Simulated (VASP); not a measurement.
An input for Ansatz (written as the equivalent of a VASP run, and not itself run):

Ansatz 0.2 input:
```yaml
crystal:
  lattice:
    - [1.5728779, 0.9081010, 6.0839112]
    - [-1.5728779, 0.9081010, 6.0839112]
    - [0.0000000, -1.8162030, 6.0839112]
  atoms:
    - { symbol: Mo, position: [0.0000056, 0.0000056, 0.0000056] }
    - { symbol: S, position: [0.7519488, 0.7519488, 0.7519488] }
    - { symbol: S, position: [0.5813456, 0.5813456, 0.5813456] }
kpoints:
  mp_grid: { grid: [7, 7, 7] }
hamiltonian:
  xc: r2scan
  pseudopotentials: { kind: paw }
scf:
  occupations: { method: gaussian, width: 0.05 }
  max_iter: 100
relax:
  max_steps: 60
  f_tol: 0.02
  cell: {}
output: { forces: true, stress: true, eigenvalues: true }
```

Question: Translate this input to VASP (INCAR, KPOINTS, POSCAR, choice of POTCAR).

Answer: One answer among several that fit: 
**KPOINTS**
```
Automatic mesh
0
Gamma
7 7 7
0 0 0
```

INCAR:
```
# general
SYSTEM   =  MoS2
PREC     =  Accurate
ENCUT    =  400
LREAL    =  .False.
LASPH    =  .True.

# electronic loop
EDIFF    =  1E-6
NELM     =  100
ALGO     =  Normal
LMAXMIX  =  4
LMIXTAU  =  .True.

# smearing
ISMEAR   =  0
SIGMA    =  0.05

# functional
METAGGA  =  R2SCAN

# ions
IBRION   =  2
NSW      =  60
ISIF     =  3
EDIFFG   =  -0.02

# output
LWAVE    =  .False.
LCHARG   =  .False.
```

File POSCAR:
```
MoS2
1
    1.5728778888     0.9081010276     6.0839111649
   -1.5728778888     0.9081010276     6.0839111649
    0.0000000000    -1.8162030434     6.0839111639
Mo S
1 2
Direct
  0.0000055826   0.0000055826   0.0000055826
  0.7519487703   0.7519487703   0.7519487704
  0.5813456470   0.5813456470   0.5813456470
```

POTCAR, in this order: Mo_sv S (PBE.64 set). Program: vasp_std.

What does not carry over: each code has its own PAW files, so the cut-off isn't converted (ENCUT is set for VASP's; basis.ecutwfc is left out, and Ansatz then takes the one that its files recommend); Ansatz stops its SCF on the density residual and VASP on the energy change (EDIFF).

The structure was generated: MoS2 was put into the 3R-MoS2 type (R3m), which need not be its known phase. This run relaxes it. Symmetry was kept, so distortions that lower it aren't found. The start is the result of an earlier pass.
